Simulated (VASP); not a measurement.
Computed with PBEsol GGA, VASP's PBE PAW potentials (set 64) (plane waves; VASP).

Input for VASP

KPOINTS:
```
K-points
0
gamma
 5 5 5
```

**POSCAR**
```
GaCu3
5.157390
  1.0000000000   0.0000000000   0.0000000000
 -0.5000000000   0.8660254509   0.0000000000
  0.0000000000   0.0000000000   0.8146058374
Ga Cu
2 6
Cart
 -0.0000005000   0.5773505892   0.6109543781
  0.5000005000   0.2886748616   0.2036514594
 -0.0000000000   0.2864552384   0.2036514594
  0.5000000000   0.5795702125   0.6109543781
  0.7519225000   0.1432276192   0.6109543781
 -0.2519225000   0.7227978317   0.2036514594
  0.2519225000   0.7227978317   0.2036514594
  0.2480775000   0.1432276192   0.6109543781
```

**INCAR**
```
ALGO = Normal
EDIFF = 1E-6
ENCUT = 300
GGA = PS
ISIF = 2
ISMEAR = 0
LASPH = .TRUE.
LCHARG = .FALSE.
LMAXMIX = 4
LREAL = .FALSE.
LWAVE = .FALSE.
NELM = 100
PREC = Accurate
SIGMA = 0.1
SYSTEM = GaCu3
```

POTCAR, in this order: Ga_d Cu (PBE.64 set). Program: vasp_std.

At this cut-off the stress carries a Pulay error, which pulls relaxed volumes low.

**Question.** Predict the energy per atom (σ→0), pressure, band gap (on the k-mesh).

**Answer.** 
- energy per atom (σ→0): -4.183 eV/atom
- band gap (on the k-mesh): none (metal, semimetal or under 0.01 eV)
- pressure: -2.83 GPa

File OSZICAR:
```
...
DAV:   8    -0.335346252058E+02   -0.34923E-01   -0.14666E+00  2380   0.112E+01    0.206E+00
DAV:   9    -0.334668966087E+02    0.67729E-01   -0.25665E-01  1836   0.713E+00    0.391E-01
DAV:  10    -0.334645153151E+02    0.23813E-02   -0.19573E-02  2372   0.102E+00    0.806E-02
DAV:  11    -0.334644906962E+02    0.24619E-04   -0.11465E-03  2028   0.272E-01    0.195E-02
DAV:  12    -0.334644956019E+02   -0.49057E-05   -0.90791E-05  2178   0.972E-02    0.139E-02
DAV:  13    -0.334644940351E+02    0.15668E-05   -0.42753E-05  1770   0.877E-02    0.310E-03
DAV:  14    -0.334644938546E+02    0.18051E-06   -0.27825E-06  1474   0.219E-02
   1 F= -.33464494E+02 E0= -.33460546E+02  d E =-.789657E-02
```

The structure comes from a computed database's GaCu3 entry (P6_3/mmc); how it stands against other phases isn't given here. The cell was not relaxed at this level. The run is one of a series of settings (GGA = PS, POTCAR Ga_d Cu (PBE.64 set) against the base run), some of them coarse on purpose.
